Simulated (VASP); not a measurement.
Level of theory: PBE GGA, VASP's PBE PAW potentials (set 64) (plane waves; VASP 6.6.1).

The input files of a VASP run:

KPOINTS:
```
Automatic mesh
0
Gamma
11 11 11
0 0 0
```

**INCAR**
```
! general
SYSTEM  = SiNi3
PREC    = Accurate
ENCUT   = 420
LREAL   = F
LASPH   = T

! electronic loop
EDIFF   = 1E-09
NELM    = 100
ALGO    = Normal
LMAXMIX = 4

! smearing
ISMEAR  = 0
SIGMA   = 0.05

! functional
GGA     = PE

! ions
ISIF    = 2

! output
LWAVE   = F
LCHARG  = F
```

File POSCAR:
```
SiNi3
1
    3.5278190000     0.0000000000     0.0000000000
    0.0000000000     3.5278190000     0.0000000000
    0.0000000000     0.0000000000     3.5278190000
Si Ni
1 3
Direct
  0.0000000000   0.0000000000   0.0000000000
  0.0000000000   0.5000000000   0.5000000000
  0.5000000000   0.0000000000   0.5000000000
  0.5000000000   0.5000000000   0.0000000000
```

POTCAR, in this order: Si Ni (PBE.64 set). Program: vasp_std.

What VASP printed:

OSZICAR:
```
       N       E                     dE             d eps       ncg     rms          rms(c)
DAV:   1     0.184008302244E+03    0.18401E+03   -0.13831E+04  2352   0.185E+03
DAV:   2    -0.172813307819E+02   -0.20129E+03   -0.19413E+03  2357   0.348E+02
DAV:   3    -0.271282106292E+02   -0.98469E+01   -0.94781E+01  2560   0.103E+02
DAV:   4    -0.273560965643E+02   -0.22789E+00   -0.22621E+00  2747   0.138E+01
DAV:   5    -0.273641414476E+02   -0.80449E-02   -0.80405E-02  2846   0.245E+00    0.191E+01
DAV:   6    -0.273655325250E+02   -0.13911E-02   -0.56826E+01  2702   0.122E+02    0.174E+01
DAV:   7    -0.237244455603E+02    0.36411E+01   -0.16581E+01  2610   0.679E+01    0.391E+00
DAV:   8    -0.236937373076E+02    0.30708E-01   -0.72696E-01  2448   0.624E+00    0.143E+00
DAV:   9    -0.236758664135E+02    0.17871E-01   -0.35615E-02  3165   0.273E+00    0.569E-01
DAV:  10    -0.236735499360E+02    0.23165E-02   -0.34498E-03  3137   0.461E-01    0.239E-01
DAV:  11    -0.236731595194E+02    0.39042E-03   -0.78076E-04  3630   0.326E-01    0.545E-02
DAV:  12    -0.236731495082E+02    0.10011E-04   -0.11399E-04  2518   0.125E-01    0.157E-02
DAV:  13    -0.236731482471E+02    0.12611E-05   -0.86462E-06  2746   0.191E-02    0.859E-03
DAV:  14    -0.236731476675E+02    0.57954E-06   -0.72244E-07  3058   0.992E-03    0.337E-03
DAV:  15    -0.236731475615E+02    0.10601E-06   -0.21200E-07  2763   0.613E-03    0.927E-04
DAV:  16    -0.236731475623E+02   -0.78171E-09   -0.80085E-09  3252   0.899E-04
   1 F= -.23673148E+02 E0= -.23671690E+02  d E =-.291590E-02
```

OUTCAR:
```
------------------------ aborting loop because EDIFF is reached ----------------------------------------
  FORCE on cell =-STRESS in cart. coord.  units (eV):
  Direction    XX          YY          ZZ          XY          YZ          ZX
  --------------------------------------------------------------------------------------
  Total       -1.1128719     -1.1128719     -1.1128719     -0.0000000      0.0000000     -0.0000000
  in kB      -40.6103631    -40.6103631    -40.6103631     -0.0000000      0.0000000     -0.0000000
  external PRESSURE =     -40.6103631 kB  Pullay stress =       0.0000000 kB
  volume of cell :       43.91
      direct lattice vectors                 reciprocal lattice vectors
     3.527819000  0.000000000  0.000000000     0.283461255  0.000000000  0.000000000
     0.000000000  3.527819000  0.000000000     0.000000000  0.283461255  0.000000000
     0.000000000  0.000000000  3.527819000     0.000000000  0.000000000  0.283461255
 POSITION                                       TOTAL-FORCE (eV/Angst)
 -----------------------------------------------------------------------------------
      0.00000      0.00000      0.00000         0.000000      0.000000      0.000000
      0.00000      1.76391      1.76391         0.000000      0.000000      0.000000
      1.76391      0.00000      1.76391         0.000000      0.000000      0.000000
      1.76391      1.76391      0.00000         0.000000      0.000000      0.000000
 -----------------------------------------------------------------------------------
    total drift:                                0.000000     -0.000000     -0.000000
  FREE ENERGIE OF THE ION-ELECTRON SYSTEM (eV)
  ---------------------------------------------------
  free  energy   TOTEN  =       -23.6731475623 eV

  energy  without entropy=      -23.6702316582  energy(sigma->0) =      -23.67168961
```
(Selected blocks of OUTCAR.)

The structure comes from a computed database's SiNi3 entry; how it stands against other phases isn't given here. The cell was not relaxed at this level. The run is one of a series of settings (EDIFF = 1E-09, ENCUT = 420, KPOINTS 11×11×11 Γ-centred mesh against the base run), some of them coarse on purpose. The run is not spin-polarised, so no magnetic state was tried.
